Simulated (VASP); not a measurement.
The system is Pt.

```
CELL_PARAMETERS angstrom
0.00000 1.96090 1.96090
1.96090 0.00000 1.96090
1.96090 1.96090 0.00000
ATOMIC_POSITIONS crystal
Pt 0.00000 0.00000 0.00000
```

| Quantity | Value |
| --- | --- |
| Program | VASP 6.6.1 |
| Task | relaxation of cell and atoms |
| Functional | PBE |
| Potentials or basis | VASP PAW PBE potentials, release 64 (Pt) |
| Cutoff | 600 eV |
| k mesh | 16 × 16 × 16 |
| Occupations | methfessel-paxton, width 0.1 eV |
| Spin | no spin polarisation |

At the start: pressure 9.4 GPa; volume 15.08 Å³/atom.

Question: How do energy, volume and symmetry change on relaxing?

Answer: Over 4 steps the energy falls by 14.9 meV/atom and the volume is 15.61 Å³/atom (+3.5 %); space group Fm-3m (No. 225, to 0.05 Å).

Step by step:
```
step  energy change (eV)  largest force (eV/Å)  pressure (GPa)  volume (Å³)
   1              0.0000                0.0000            9.45        15.08
   2              0.0775                0.0000          -17.81        17.10
   3             -0.0149                0.0000           -0.29        15.62
   4             -0.0149                0.0000           -0.04        15.61
```

Final structure:
```
CELL_PARAMETERS angstrom
0.00000 1.98349 1.98349
1.98349 0.00000 1.98349
1.98349 1.98349 0.00000
ATOMIC_POSITIONS crystal
Pt 0.00000 0.00000 0.00000
```
